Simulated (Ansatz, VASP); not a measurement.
# Cross-check of Be between VASP and Ansatz, part 2 of 2

Aim: how closely do two programs agree when they are given the same cell, functional and k mesh? The cell is taken from a series of runs on this material, whose earlier steps may have relaxed, scaled, displaced or heated it; both programs get it as it stands.

VASP 6.6.1 and Ansatz 0.2.0.

So far: The starting structure; Ansatz: zone-centre phonons, PBEsol.

This is not the structure that Be takes at ambient pressure and room temperature (hexagonal, No. 194); it is a model or a phase of other conditions.

## 3. VASP: zone-centre phonons, PBEsol

Level of this step: PBEsol; plane waves and PAW (Be) (VASP).

The same cell, functional, mesh and smearing now go to VASP, with its own data sets.

Lines of VASP's logs that name or quote its potential files are left out, and so is its time.

The input, INCAR:

```
SYSTEM = Be
PREC = Accurate
ENCUT = 600
EDIFF = 1E-08
NELM = 120
ISMEAR = 1
SIGMA = 0.2
LREAL = .FALSE.
ALGO = Normal
GGA = PS
NBANDS = 10
LORBIT = 11
LWAVE = .FALSE.
LCHARG = .FALSE.
ISIF = 2
IBRION = 8
LASPH = .TRUE.
GGA_COMPAT = .FALSE.
KPAR = 2
```

The input, POSCAR:

```
Be
1.0
    3.7438823600      0.0000000000      0.0000000000
    0.0000000000      3.7438823600      0.0000000000
    0.0000000000      0.0000000000      2.2763089883
Be
4
Direct
    0.2972313811      0.2972313811      0.0000000000
    0.7027686189      0.7027686189      0.0000000000
    0.2027686189      0.7972313811      0.5000000000
    0.7972313811      0.2027686189      0.5000000000
```

The input, KPOINTS:

```
Automatic mesh
0
Gamma
12 12 20
0 0 0
```

The projector-augmented-wave data sets are Be (PBE family, release 64).

The run is started by

```sh
$ mpirun -np 2 vasp_std
```

Numbers of over 12 decimals in the logs are rounded to 6 here.

The log of the run:

```text
[banner, memory and clock lines left out]
running    2 mpi-ranks, on    1 nodes
 distrk:  each k-point on    1 cores,    2 groups
 distr:  one band on    1 cores,    1 groups

 POSCAR found type information on POSCAR Be
 POSCAR found :  1 types and       4 ions
|                                                                             |
|               ----> ADVICE to this user running VASP <----                  |
|                                                                             |
|     You enforced a specific xc type in the INCAR file but a different       |
|     [... a line on the potential file left out ...]
|     I HOPE YOU KNOW WHAT YOU ARE DOING!                                     |
|                                                                             |

 LDA part: xc-table for (Slater+PW92), standard interpolation
 POSCAR, INCAR and KPOINTS ok, starting setup
 FFT: planning ... GRIDC
 FFT: planning ... GRID_SOFT
 FFT: planning ... GRID
 WAVECAR not read
 entering main loop
       N       E                     dE             d eps       ncg     rms          rms(c)
DAV:   1     0.864373633476E+00    0.86437E+00   -0.36952E+03  6160   0.749E+02
DAV:   2    -0.154805616088E+02   -0.16345E+02   -0.15729E+02  9030   0.115E+02
DAV:   3    -0.158587197486E+02   -0.37816E+00   -0.37405E+00  8504   0.124E+01
DAV:   4    -0.158603097797E+02   -0.15900E-02   -0.15893E-02  8398   0.798E-01
DAV:   5    -0.158603128880E+02   -0.31083E-05   -0.31084E-05  7770   0.282E-02    0.178E+00
DAV:   6    -0.158067739967E+02    0.53539E-01   -0.12763E-02  7532   0.995E-01    0.107E+00
DAV:   7    -0.157850268280E+02    0.21747E-01   -0.19187E-02  7538   0.104E+00    0.774E-02
DAV:   8    -0.157849937226E+02    0.33105E-04   -0.67801E-04  7316   0.180E-01    0.127E-02
DAV:   9    -0.157849926344E+02    0.10883E-05   -0.33598E-06  9508   0.155E-02    0.384E-03
DAV:  10    -0.157849930561E+02   -0.42173E-06   -0.91291E-08  7342   0.213E-03    0.577E-04
DAV:  11    -0.157849930878E+02   -0.31699E-07   -0.83590E-09  6008   0.510E-04    0.955E-05
DAV:  12    -0.157849930841E+02    0.37020E-08   -0.64479E-10  4126   0.206E-04
   1 F= -.15784993E+02 E0= -.15785010E+02  d E =0.499138E-04
 Linear response reoptimize wavefunctions to high precision
DAV:   1    -0.157849930780E+02    0.60582E-08   -0.27181E-11  4972   0.609E-05
DAV:   2    -0.157849930780E+02    0.72475E-11   -0.21741E-12  3882   0.142E-05
 Linear response DOF=           2
 Linear response progress:
  Degree of freedom:   1/  2
       N       E                     dE             d eps       ncg     rms          rms(c)
RMM:   1    -0.141400790736E-01   -0.14140E-01    0.91075E-03 39496   0.624E-01
RMM:   2    -0.127408327281E-01    0.13992E-02   -0.19645E-03 26352   0.112E-01    0.908E-02
RMM:   3    -0.122663397963E-01    0.47449E-03   -0.47746E-04 25811   0.908E-02    0.383E-02
RMM:   4    -0.123795659939E-01   -0.11323E-03   -0.16932E-04 26722   0.548E-02    0.703E-03
RMM:   5    -0.123980928594E-01   -0.18527E-04   -0.31335E-06 27362   0.963E-03    0.107E-03
RMM:   6    -0.123999891122E-01   -0.18963E-05   -0.10795E-06 27604   0.120E-03    0.389E-04
RMM:   7    -0.123993363566E-01    0.65276E-06   -0.11925E-07 27680   0.316E-04    0.858E-05
RMM:   8    -0.123994120334E-01   -0.75677E-07   -0.56208E-08 28255   0.119E-04    0.114E-05
RMM:   9    -0.123993950311E-01    0.17002E-07    0.26660E-08 28616   0.398E-05    0.424E-06
RMM:  10    -0.123993914831E-01    0.35480E-08    0.48661E-09 27699   0.278E-05    0.503E-07
 first order change of Fermi-energy  -0.36878E+00
 force on displaced ion       1 direction 1 :  -7.307  -1.623   0.000
 Linear response progress:
  Degree of freedom:   2/  2
       N       E                     dE             d eps       ncg     rms          rms(c)
RMM:   1    -0.715906432073E-02   -0.71591E-02   -0.36649E-03 32688   0.327E-01
RMM:   2    -0.696807755340E-02    0.19099E-03   -0.35980E-05 25397   0.406E-02    0.373E-02
RMM:   3    -0.697110280470E-02   -0.30253E-05   -0.59522E-06 26306   0.156E-02    0.212E-02
RMM:   4    -0.702459230279E-02   -0.53489E-04   -0.11497E-05 25453   0.194E-02    0.115E-03
RMM:   5    -0.702454170860E-02    0.50594E-07    0.12197E-07 27115   0.174E-03    0.174E-04
RMM:   6    -0.702469029434E-02   -0.14859E-06    0.40430E-08 26338   0.142E-04    0.218E-05
RMM:   7    -0.702467585835E-02    0.14436E-07    0.51550E-09 27454   0.327E-05    0.690E-06
RMM:   8    -0.702469119916E-02   -0.15341E-07    0.21334E-10 26854   0.199E-05    0.145E-06
RMM:   9    -0.702468633233E-02    0.48668E-08   -0.99064E-10 25094   0.167E-05    0.268E-07
 first order change of Fermi-energy  -0.26465E-04
 force on displaced ion       1 direction 3 :  -0.002  -0.002  -6.956
 Linear response finished
```

OUTCAR, selected parts (step 3):

```text
ion  position               nearest neighbor table
   1  0.297  0.297  0.000-   2 2.15   3 2.22   4 2.22   3 2.22   4 2.22   3 2.22   3 2.22   4 2.22
                             4 2.22
   2  0.703  0.703  0.000-   1 2.15   3 2.22   4 2.22   3 2.22   4 2.22   4 2.22   4 2.22   3 2.22
                             3 2.22
   3  0.203  0.797  0.500-   4 2.15   2 2.22   1 2.22   1 2.22   2 2.22   1 2.22   1 2.22   2 2.22
                             2 2.22
   4  0.797  0.203  0.500-   3 2.15   2 2.22   1 2.22   1 2.22   2 2.22   2 2.22   2 2.22   1 2.22
                             1 2.22

  LATTYP: Found a simple tetragonal cell.
 ALAT       =     3.7438823600
 C/A-ratio  =     0.6080076160

 Subroutine GETGRP returns: Found 16 space group operations
 (whereof  8 operations were pure point group operations)

The static configuration has the point symmetry D_2h.
 The point group associated with its full space group is D_4h.

 Found    308 irreducible k-points:

   k-points           NKPTS =    308   k-points in BZ     NKDIM =    308   number of bands    NBANDS=     10

   dimension x,y,z NGX =    30 NGY =   30 NGZ =   18
   dimension x,y,z NGXF=    60 NGYF=   60 NGZF=   36

   ENCUT  =  600.0 eV  44.10 Ry    6.64 a.u.   7.48  7.48  4.55*2*pi/ulx,y,z

   NELECT =       8.0000    total number of electrons

 k-points in reciprocal lattice and weights: Automatic mesh
   0.00000000  0.00000000  0.00000000       0.000
   0.08333333  0.00000000  0.00000000       0.001
   0.16666667  0.00000000  0.00000000       0.001
   0.25000000  0.00000000  0.00000000       0.001
   0.33333333  0.00000000  0.00000000       0.001
   0.41666667  0.00000000  0.00000000       0.001
   0.50000000  0.00000000  0.00000000       0.001
   0.08333333  0.08333333  0.00000000       0.001
   0.16666667  0.08333333  0.00000000       0.003
[...]
0.50000000  0.41666667  0.50000000       0.001
   0.50000000  0.50000000  0.50000000       0.000

 average (electrostatic) potential at core
       1 -32.9057       2 -32.9057       3 -32.9057       4 -32.9057

  Total       -0.0567065     -0.0567065     -0.0596851     -0.0000000      0.0000000      0.0000000
  in kB       -2.8475256     -2.8475256     -2.9970995     -0.0000000      0.0000000      0.0000000
  external PRESSURE =      -2.8973836 kB  Pullay stress =       0.0000000 kB

  energy-cutoff  :      600.00
  volume of cell :       31.91
      direct lattice vectors                 reciprocal lattice vectors
     3.743882360  0.000000000  0.000000000     0.267102410  0.000000000  0.000000000
     0.000000000  3.743882360  0.000000000     0.000000000  0.267102410  0.000000000
     0.000000000  0.000000000  2.276308988     0.000000000  0.000000000  0.439307671

 POSITION                                       TOTAL-FORCE (eV/Angst)
 -----------------------------------------------------------------------------------
      1.11280      1.11280      0.00000        -0.000210     -0.000210      0.000000
      2.63108      2.63108      0.00000         0.000210      0.000210      0.000000
      0.75914      2.98474      1.13815         0.000210     -0.000210      0.000000
      2.98474      0.75914      1.13815        -0.000210      0.000210      0.000000
 -----------------------------------------------------------------------------------
    total drift:                               -0.000000     -0.000000     -0.000000

 Eigenvectors and eigenvalues of the dynamical matrix
 ----------------------------------------------------

   1 f  =   20.935958 THz   131.544504 2PiTHz  698.348389 cm-1    86.584126 meV
             X         Y         Z           dx          dy          dz
      1.112799  1.112799  0.000000    -0.353553   -0.353553    0.000000
      2.631083  2.631083  0.000000     0.353553    0.353553   -0.000000
      0.759142  2.984741  1.138154    -0.353553    0.353553   -0.000000
      2.984741  0.759142  1.138154     0.353553   -0.353553   -0.000000

   2 f  =   18.411696 THz   115.684096 2PiTHz  614.148063 cm-1    76.144621 meV
             X         Y         Z           dx          dy          dz
      1.112799  1.112799  0.000000    -0.000000    0.000000    0.500000
      2.631083  2.631083  0.000000    -0.000000   -0.000000    0.500000
      0.759142  2.984741  1.138154     0.000000   -0.000000   -0.500000
      2.984741  0.759142  1.138154     0.000000    0.000000   -0.500000

   3 f  =   18.063231 THz   113.494626 2PiTHz  602.524524 cm-1    74.703487 meV
             X         Y         Z           dx          dy          dz
      1.112799  1.112799  0.000000    -0.087357    0.492331   -0.000000
      2.631083  2.631083  0.000000    -0.087357    0.492331    0.000000
      0.759142  2.984741  1.138154     0.087234   -0.492310    0.000000
      2.984741  0.759142  1.138154     0.087234   -0.492310   -0.000000

   4 f  =   18.063231 THz   113.494626 2PiTHz  602.524524 cm-1    74.703487 meV
             X         Y         Z           dx          dy          dz
      1.112799  1.112799  0.000000    -0.492310   -0.087234   -0.000000
      2.631083  2.631083  0.000000    -0.492310   -0.087234   -0.000000
      0.759142  2.984741  1.138154     0.492331    0.087357    0.000000
      2.984741  0.759142  1.138154     0.492331    0.087357    0.000000

   5 f  =   17.910700 THz   112.536249 2PiTHz  597.436654 cm-1    74.072671 meV
             X         Y         Z           dx          dy          dz
      1.112799  1.112799  0.000000    -0.353553    0.353553   -0.000000
      2.631083  2.631083  0.000000     0.353553   -0.353553   -0.000000
      0.759142  2.984741  1.138154    -0.353553   -0.353553    0.000000
      2.984741  0.759142  1.138154     0.353553    0.353553    0.000000

   6 f  =   14.413969 THz    90.565641 2PiTHz  480.798269 cm-1    59.611361 meV
             X         Y         Z           dx          dy          dz
      1.112799  1.112799  0.000000    -0.000000    0.000000   -0.000000
      2.631083  2.631083  0.000000    -0.000000   -0.000000    0.000000
      0.759142  2.984741  1.138154    -0.000000    0.000000    0.707107
      2.984741  0.759142  1.138154     0.000000   -0.000000   -0.707107

   7 f  =   14.413969 THz    90.565641 2PiTHz  480.798269 cm-1    59.611361 meV
             X         Y         Z           dx          dy          dz
      1.112799  1.112799  0.000000     0.000000    0.000000    0.707107
      2.631083  2.631083  0.000000    -0.000000   -0.000000   -0.707107
      0.759142  2.984741  1.138154    -0.000000    0.000000    0.000000
      2.984741  0.759142  1.138154     0.000000   -0.000000   -0.000000

   8 f  =   14.288236 THz    89.775637 2PiTHz  476.604265 cm-1    59.091371 meV
             X         Y         Z           dx          dy          dz
      1.112799  1.112799  0.000000    -0.353553   -0.353553    0.000000
      2.631083  2.631083  0.000000     0.353553    0.353553   -0.000000
      0.759142  2.984741  1.138154     0.353553   -0.353553    0.000000
      2.984741  0.759142  1.138154    -0.353553    0.353553   -0.000000

   9 f  =    0.000000 THz     0.000002 2PiTHz    0.000011 cm-1     0.000001 meV
             X         Y         Z           dx          dy          dz
      1.112799  1.112799  0.000000     0.000000    0.000000   -0.500000
      2.631083  2.631083  0.000000     0.000000    0.000000   -0.500000
      0.759142  2.984741  1.138154     0.000000    0.000000   -0.500000
      2.984741  0.759142  1.138154     0.000000    0.000000   -0.500000

  10 f/i=    0.002259 THz     0.014194 2PiTHz    0.075352 cm-1     0.009342 meV
             X         Y         Z           dx          dy          dz
      1.112799  1.112799  0.000000     0.404283    0.294304    0.000000
      2.631083  2.631083  0.000000     0.404283    0.294304    0.000000
      0.759142  2.984741  1.138154     0.404209    0.294203    0.000000
      2.984741  0.759142  1.138154     0.404209    0.294203    0.000000

  11 f/i=    0.002259 THz     0.014194 2PiTHz    0.075352 cm-1     0.009342 meV
             X         Y         Z           dx          dy          dz
      1.112799  1.112799  0.000000     0.294203   -0.404209   -0.000000
      2.631083  2.631083  0.000000     0.294203   -0.404209   -0.000000
      0.759142  2.984741  1.138154     0.294304   -0.404283   -0.000000
      2.984741  0.759142  1.138154     0.294304   -0.404283   -0.000000

  12 f/i=    5.534484 THz    34.774187 2PiTHz  184.610509 cm-1    22.888776 meV
             X         Y         Z           dx          dy          dz
      1.112799  1.112799  0.000000    -0.353553    0.353553   -0.000000
      2.631083  2.631083  0.000000     0.353553   -0.353553   -0.000000
      0.759142  2.984741  1.138154     0.353553    0.353553   -0.000000
      2.984741  0.759142  1.138154    -0.353553   -0.353553   -0.000000

 ELASTIC MODULI CONTR FROM IONIC RELAXATION (kBar)
 Direction    XX          YY          ZZ          XY          YZ          ZX
 --------------------------------------------------------------------------------
 XX        -113.8087   -113.8087    141.1639     -0.0000      0.0000      0.0000
 YY        -113.8087   -113.8087    141.1639     -0.0000     -0.0000      0.0000
 ZZ         141.1639    141.1639   -175.0943      0.0000     -0.0000     -0.0000
 XY          -0.0000     -0.0000      0.0000    -16.1551      0.0000      0.0000
 YZ           0.0000     -0.0000     -0.0000      0.0000    -65.6918      0.0000
 ZX           0.0000      0.0000     -0.0000      0.0000      0.0000    -61.9821
 --------------------------------------------------------------------------------
```

## 4. Differences

Known differences besides the potentials themselves: VASP's run holds the zone centre alone; the data sets hold 16 valence electrons in Ansatz (on norm-conserving files, of PseudoDojo where its log says so) and 8 in VASP; the cutoff is 1197.3 eV in Ansatz and 600 eV in VASP. Total energies have different zeros and are not compared.

The two programs side by side:

```tsv
quantity	Ansatz	VASP	difference
optical mode 1 (imaginary, printed as negative) (cm⁻¹)	-184.2	-184.6	+0.5
optical mode 2 (cm⁻¹)	477.1	476.6	+0.11 %
optical mode 3 to 4 (cm⁻¹)	481.6	480.8	+0.17 %
optical mode 5 (cm⁻¹)	596.5	597.4	-0.16 %
optical mode 6 to 7 (cm⁻¹)	602.5	602.5	-0.01 %
optical mode 8 (cm⁻¹)	615.1	614.1	+0.15 %
optical mode 9 (cm⁻¹)	696.9	698.3	-0.21 %
```

Modes are paired by rising frequency, not by their patterns, so a pair may set unlike modes beside each other; they are those without the splitting of longitudinal modes.

## 5. Outcome

```json
{
 "r.m.s. difference of the optical zone-centre modes, each program's sorted by frequency (zone-centre phonons, PBEsol)": "0.80 cm⁻¹"
}
```

In words: The r.m.s. difference of the optical zone-centre modes, each program's sorted by frequency is 0.80 cm⁻¹ (zone-centre phonons, PBEsol). The data sets hold unlike numbers of valence electrons (16 in Ansatz and 8 in VASP), so part of the differences comes from the potentials. Such differences can come from data sets, numerical settings and the points named under the comparisons, not from the functional's error against experiment.

[Lines on the potential files, build, host, timing and source positions are cut from VASP's logs without a mark.]

[Logs are printed without paths, hosts, clocks, repeated set-up lines and the standing remarks that a program may print on its own settings, such as how far it seeks lower states.]

[Hosts, paths, dates, database ids (printed as entryN), source tags and the programs' standing remarks are cut or masked in the printed files.]
